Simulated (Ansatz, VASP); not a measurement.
# Ni2TeSe in two plane-wave programs, part 2 of 2

Aim: how closely do two programs agree when they are given the same cell, functional and k mesh? The cell is taken from a series of runs on this material, whose earlier steps may have relaxed, scaled, displaced or heated it; both programs get it as it stands.

VASP 6.6.1 and Ansatz 0.2.0.

So far: The starting structure; Ansatz: relaxation of cell and atoms, PBE.

The structure was built from a prototype and need not be the compound's stable phase.

## (3) VASP: relaxation of cell and atoms, PBE

Level of this step: PBE, zero-moment start; plane waves and PAW (Te, Se, Ni) (VASP).

The same cell, functional, mesh and smearing now go to VASP, with its own data sets.

Lines of VASP's logs that name or quote its potential files are left out, and so is its time.

INCAR reads:

```
SYSTEM = Ni2TeSe
PREC = Accurate
ENCUT = 600
EDIFF = 1E-07
NELM = 200
ISMEAR = -1
SIGMA = 0.05
LREAL = .FALSE.
ALGO = Normal
GGA = PE
NBANDS = 24
ISPIN = 2
MAGMOM = 0 0 0 0
LASPH = .TRUE.
LMAXMIX = 4
LORBIT = 11
LWAVE = .FALSE.
LCHARG = .FALSE.
ISIF = 3
IBRION = 2
NSW = 80
EDIFFG = -0.005
GGA_COMPAT = .FALSE.
NELMIN = 4
```

POSCAR reads:

```
Ni2TeSe
1.0
    3.7828430000      0.0000000000      0.0000000000
   -1.8914220000      3.2760380000      0.0000000000
    0.0000000000      0.0000000000      5.5340080000
Te Se Ni
1 1 2
Direct
    0.6666668938      0.3333334351      0.7500000000
    0.3333335232      0.6666668702      0.2500000000
    0.0000000000      0.0000000000      0.5000000000
    0.0000000000      0.0000000000      0.0000000000
```

KPOINTS reads:

```
Automatic mesh
0
Gamma
7 7 4
0 0 0
```

The projector-augmented-wave data sets are Te, Se and Ni (PBE family, release 64).

On the command line:

```sh
> mpirun -np 1 vasp_std
```

Numbers of over 12 decimals in the logs are rounded to 6 here.

The log of the run:

```text
[banner, memory and clock lines left out]
running    1 mpi-ranks, on    1 nodes
 distrk:  each k-point on    1 cores,    1 groups
 distr:  one band on    1 cores,    1 groups

 POSCAR found type information on POSCAR TeSeNi
 POSCAR found :  3 types and       4 ions
 LDA part: xc-table for (Slater+PW92), standard interpolation
 POSCAR, INCAR and KPOINTS ok, starting setup
 FFT: planning ... GRIDC
 FFT: planning ... GRID_SOFT
 FFT: planning ... GRID
 WAVECAR not read
 entering main loop
       N       E                     dE             d eps       ncg     rms          rms(c)
DAV:   1     0.205976979410E+03    0.20598E+03   -0.15077E+04  2304   0.160E+03
DAV:   2    -0.406018859827E+01   -0.21004E+03   -0.19713E+03  2344   0.313E+02
DAV:   3    -0.190717836578E+02   -0.15012E+02   -0.14303E+02  2952   0.946E+01
DAV:   4    -0.194615163082E+02   -0.38973E+00   -0.38918E+00  2640   0.144E+01
DAV:   5    -0.194724137704E+02   -0.10897E-01   -0.10897E-01  3288   0.247E+00    0.142E+01
DAV:   6    -0.213816857777E+02   -0.19093E+01   -0.18908E+01  2584   0.769E+01    0.175E+01
DAV:   7    -0.182782992153E+02    0.31034E+01   -0.72244E+00  2712   0.592E+01    0.470E+00
DAV:   8    -0.183180624034E+02   -0.39763E-01   -0.66408E-01  2912   0.546E+00    0.198E+00
DAV:   9    -0.182926005984E+02    0.25462E-01   -0.60535E-02  2984   0.417E+00    0.888E-01
DAV:  10    -0.182926310123E+02   -0.30414E-04   -0.28653E-03  2656   0.365E-01    0.765E-01
DAV:  11    -0.182918569672E+02    0.77405E-03   -0.10471E-03  3448   0.285E-01    0.991E-02
DAV:  12    -0.182917572254E+02    0.99742E-04   -0.39825E-04  3624   0.248E-01    0.998E-02
DAV:  13    -0.182917590807E+02   -0.18553E-05   -0.26501E-05  2648   0.350E-02    0.799E-02
DAV:  14    -0.182917597686E+02   -0.68786E-06   -0.16553E-06  3016   0.191E-02    0.410E-02
DAV:  15    -0.182917623629E+02   -0.25943E-05   -0.39299E-06  2744   0.213E-02    0.139E-02
DAV:  16    -0.182917619781E+02    0.38482E-06   -0.35674E-07  2688   0.642E-03    0.196E-02
DAV:  17    -0.182917617371E+02    0.24098E-06   -0.50104E-08  1368   0.280E-03    0.123E-02
DAV:  18    -0.182917612399E+02    0.49719E-06   -0.22029E-07  2072   0.732E-03    0.172E-03
DAV:  19    -0.182917612023E+02    0.37646E-07   -0.69980E-08  1416   0.164E-03
   1 F= -.18291761E+02 E0= -.18280457E+02  d E =-.182918E+02  mag=     0.0000
[... from here on, the cycles between the ionic steps are left out ...]
   2 F= -.18347990E+02 E0= -.18335986E+02  d E =-.562291E-01  mag=     0.0000
   3 F= -.18373272E+02 E0= -.18360155E+02  d E =-.815112E-01  mag=    -0.0000
   4 F= -.18374957E+02 E0= -.18361750E+02  d E =-.168456E-02  mag=     0.0000
   5 F= -.18379874E+02 E0= -.18366712E+02  d E =-.660107E-02  mag=    -0.0000
   6 F= -.18379871E+02 E0= -.18366708E+02  d E =-.659808E-02  mag=     0.0000
   7 F= -.18380002E+02 E0= -.18366827E+02  d E =-.131971E-03  mag=    -0.0000
   8 F= -.18380038E+02 E0= -.18366849E+02  d E =-.167517E-03  mag=    -0.0000
   9 F= -.18380039E+02 E0= -.18366852E+02  d E =-.168441E-03  mag=     0.0000
  10 F= -.18380023E+02 E0= -.18366788E+02  d E =0.160747E-04  mag=     0.0000
 trial-energy change:    0.000016  1 .order    0.000006   -0.000066    0.000078
 step:   0.4787(harm=  0.6035)  dis= 0.00034  next Energy=   -18.380050 (dE=-0.114E-04)
 bond charge predicted
       N       E                     dE             d eps       ncg     rms          rms(c)
DAV:   1    -0.183805439704E+02   -0.52105E-03   -0.81599E-03  2640   0.105E+00    0.211E-01
DAV:   2    -0.183814273639E+02   -0.88339E-03   -0.71585E-03  2640   0.160E+00    0.311E-01
DAV:   3    -0.183800631542E+02    0.13642E-02   -0.30106E-03  2640   0.112E+00    0.391E-02
DAV:   4    -0.183800521325E+02    0.11022E-04   -0.14014E-04  2384   0.711E-02    0.190E-02
DAV:   5    -0.183800487752E+02    0.33573E-05   -0.61720E-06  3200   0.435E-02    0.821E-03
DAV:   6    -0.183800485501E+02    0.22512E-06   -0.14615E-06  2480   0.936E-03    0.333E-03
DAV:   7    -0.183800484324E+02    0.11769E-06   -0.70697E-08  1216   0.566E-03    0.710E-04
DAV:   8    -0.183800483676E+02    0.64742E-07   -0.52689E-08  1200   0.210E-03
  11 F= -.18380048E+02 E0= -.18366844E+02  d E =-.940862E-05  mag=    -0.0000
 curvature:  -0.39 expect dE=-0.171E-05 dE for cont linesearch -0.920E-07
 trial: gam=-0.02770 g(F)=  0.230E-06 g(S)=  0.417E-05 ort = 0.394E-05 (trialstep = 0.115E+01)
 search vector abs. value=  0.423E-05
 reached required accuracy - stopping structural energy minimisation
```

OUTCAR, selected parts (step 3):

```text
ion  position               nearest neighbor table
   1  0.667  0.333  0.750-   3 2.59   4 2.59   3 2.59   4 2.59   3 2.59   4 2.59
   2  0.333  0.667  0.250-   3 2.59   4 2.59   3 2.59   4 2.59   3 2.59   4 2.59
   3  0.000  0.000  0.500-   2 2.59   1 2.59   1 2.59   2 2.59   2 2.59   1 2.59   4 2.77   4 2.77

  LATTYP: Found a hexagonal cell.
 ALAT       =     3.7828430000
 C/A-ratio  =     1.4629229920

 Subroutine GETGRP returns: Found 12 space group operations
 (whereof  6 operations were pure point group operations)

The static configuration has the point symmetry C_3v.
 The point group associated with its full space group is D_3h.

 Found     24 irreducible k-points:

   k-points           NKPTS =     24   k-points in BZ     NKDIM =     24   number of bands    NBANDS=     24

   dimension x,y,z NGX =    30 NGY =   30 NGZ =   48
   dimension x,y,z NGXF=    60 NGYF=   60 NGZF=   96

   ENCUT  =  600.0 eV  44.10 Ry    6.64 a.u.   7.56  7.56 11.05*2*pi/ulx,y,z

   NELECT =      32.0000    total number of electrons

 k-points in reciprocal lattice and weights: Automatic mesh
   0.00000000  0.00000000  0.00000000       0.005
   0.14285714 -0.00000000  0.00000000       0.031
   0.28571429  0.00000000  0.00000000       0.031
   0.42857143  0.00000000  0.00000000       0.031
   0.14285714  0.14285714  0.00000000       0.031
   0.28571429  0.14285714  0.00000000       0.061
   0.42857143  0.14285714  0.00000000       0.031
   0.28571429  0.28571429  0.00000000       0.031
   0.00000000  0.00000000  0.25000000       0.010
[...]
0.42857143  0.14285714  0.50000000       0.031
   0.28571429  0.28571429  0.50000000       0.031

 average (electrostatic) potential at core
       1 -86.9180       2 -50.8536       3 -82.9734       4 -82.9734

 E-fermi :   8.3013

 spin component 1
 k-point     1 :       0.0000    0.0000    0.0000
  band No.  band energies     occupation
    ...
     11       7.1795      1.00000
     12       7.1795      1.00000
     13       7.1930      1.00000
     14       7.1930      1.00000
     15       8.2423      0.76493
     16       9.1395      0.00000
     17       9.8031      0.00000
     18       9.8031      0.00000
     19      10.4482      0.00000
     20      12.1168      0.00000
    ...

 k-point     2 :       0.1429   -0.0000    0.0000
  band No.  band energies     occupation
    ...
     11       6.7306      1.00000
     12       7.1426      1.00000
     13       7.1531      1.00000
     14       7.1792      1.00000
     15       8.1665      0.93677
     16       8.9175      0.00000
     17       9.2906      0.00000
     18       9.8548      0.00000
     19      11.6590      0.00000
     20      13.0351      0.00000
    ...

 k-point     3 :       0.2857    0.0000    0.0000
  band No.  band energies     occupation
    ...
     12       6.8726      1.00000
     13       7.1138      1.00000
     14       7.1807      1.00000
     15       7.8201      0.99993
     16       7.9716      0.99863
     17       9.2275      0.00000
     18      10.0691      0.00000
     19      12.0168      0.00000
     20      13.2333      0.00000
     21      13.4346      0.00000
    ...

 k-point     4 :       0.4286    0.0000    0.0000
  band No.  band energies     occupation
    ...
     12       6.7294      1.00000
     13       7.0671      1.00000
     14       7.1806      1.00000
     15       7.1856      1.00000
     16       7.4707      1.00000
     17       9.0037      0.00000
     18      10.2551      0.00000
     19      11.8465      0.00000
     20      12.7279      0.00000
     21      13.1162      0.00000
    ...

 k-point     5 :       0.1429    0.1429    0.0000
  band No.  band energies     occupation
    ...
     11       6.6094      1.00000
     12       7.0334      1.00000
     13       7.1276      1.00000
     14       7.1755      1.00000
     15       7.9999      0.99760
     16       8.8029      0.00004
     17       9.0768      0.00000
     18       9.2553      0.00000
     19      12.7905      0.00000
     20      13.1483      0.00000
    ...

 k-point     6 :       0.2857    0.1429    0.0000
  band No.  band energies     occupation
    ...
     12       6.7885      1.00000
     13       7.1032      1.00000
     14       7.1714      1.00000
     15       7.5302      1.00000
     16       7.9497      0.99912
     17       8.8451      0.00002
     18       9.1415      0.00000
     19      11.9651      0.00000
     20      12.7328      0.00000
     21      14.2935      0.00000
    ...

  Total        0.0083710      0.0083710     -0.0143450     -0.0000000      0.0000000     -0.0000000
  in kB        0.1961467      0.1961467     -0.3361275     -0.0000000      0.0000000     -0.0000000
  external PRESSURE =       0.0187220 kB  Pullay stress =       0.0000000 kB

  energy-cutoff  :      600.00
  volume of cell :       68.38
      direct lattice vectors                 reciprocal lattice vectors
     3.876797273 -0.000000014  0.000000000     0.257944879  0.148924592  0.000000000
    -1.938399161  3.357404785  0.000000000     0.000000001  0.297849103  0.000000000
    -0.000000000 -0.000000000  5.253294120    -0.000000000 -0.000000000  0.190356751

 POSITION                                       TOTAL-FORCE (eV/Angst)
 -----------------------------------------------------------------------------------
      1.93840      1.11914      3.93997        -0.000000     -0.000000     -0.000000
     -0.00000      2.23827      1.31332        -0.000000      0.000000      0.000000
     -0.00000     -0.00000      2.58637         0.000000      0.000000     -0.001544
     -0.00000     -0.00000      0.04028         0.000000     -0.000000      0.001544
 -----------------------------------------------------------------------------------
    total drift:                               -0.000130     -0.000182     -0.000036

  FREE ENERGIE OF THE ION-ELECTRON SYSTEM (eV)
  ---------------------------------------------------
  free  energy   TOTEN  =       -18.3800483676 eV

  energy  without entropy=      -18.3536397457  energy(sigma->0) =      -18.36684406

 reached required accuracy - stopping structural energy minimisation

 total charge
# of ion       s       p       d       tot
------------------------------------------
    1        1.382   1.890   0.095   3.368
    2        1.486   2.208   0.068   3.761
    3        0.390   0.407   8.447   9.244
    4        0.390   0.407   8.447   9.244
--------------------------------------------------
tot          3.649   4.912  17.056  25.617

 magnetization (x)
# of ion       s       p       d       tot
------------------------------------------
    1        0.000  -0.000  -0.000  -0.000
    2       -0.000   0.000   0.000   0.000
    3       -0.000  -0.000  -0.000  -0.000
    4       -0.000  -0.000  -0.000  -0.000
--------------------------------------------------
tot         -0.000   0.000  -0.000  -0.000

[... 1 further part left out ...]
```

CONTCAR:

```
Ni2TeSe
   1.00000000000000
     3.8767972734991032   -0.0000000141279478    0.0000000000000000
    -1.9383991614031864    3.3574047846355901    0.0000000000000000
    -0.0000000000000000   -0.0000000000000000    5.2532941199179177
  Te              Se              Ni
     1     1     2
Direct
     0.6666668937999987    0.3333334351000019    0.7500000000000000
     0.3333335231999968    0.6666668701999967    0.2500000000000000
     0.0000000000000000    0.0000000000000000    0.4923333702024820
     0.0000000000000000    0.0000000000000000    0.0076666297975180
```

This run allows spin, but its moments start at zero, where symmetry between the spins tends to hold them, although Ni can carry a moment.

## (4) Side by side

Known differences besides the potentials themselves: the data sets hold 68 valence electrons in Ansatz (on its default PAW (the set named soft_2) files) and 32 in VASP; the cutoff is 420 eV in Ansatz and 600 eV in VASP; Ansatz adds a Pulay correction to the stress that steers its cell, VASP none. Total energies have different zeros and are not compared.

Both answers:

| quantity | Ansatz | VASP | difference |
| --- | --- | --- | --- |
| volume (Å³) | 68.39 | 68.38 | +0.02 % |
| edge a after relaxation, in the typed setting (Å) | 3.879 | 3.877 | +0.06 % |
| edge c after relaxation, in the typed setting (Å) | 5.248 | 5.253 | -0.10 % |

## (5) Results

| Property | Result |
| --- | --- |
| difference in edge c after relaxation, in the typed setting (relaxation of cell and atoms, PBE) | -0.095 % |

The difference in edge c after relaxation, in the typed setting is -0.095 % (relaxation of cell and atoms, PBE), within the 1.2 % picked in this series as the mark of a large difference, as far as the stopping tolerances let one tell. The data sets hold unlike numbers of valence electrons (68 in Ansatz and 32 in VASP), so part of the differences comes from the potentials. How closely two codes agree says nothing of how well the functional describes the real material.

[Lines on the potential files, build, host, timing and source positions are cut from VASP's logs without a mark.]

[Logs are printed without paths, hosts, clocks, repeated set-up lines and the standing remarks that a program may print on its own settings, such as how far it seeks lower states.]

[Hosts, paths, dates, database ids (printed as entryN), source tags and the programs' standing remarks are cut or masked in the printed files.]
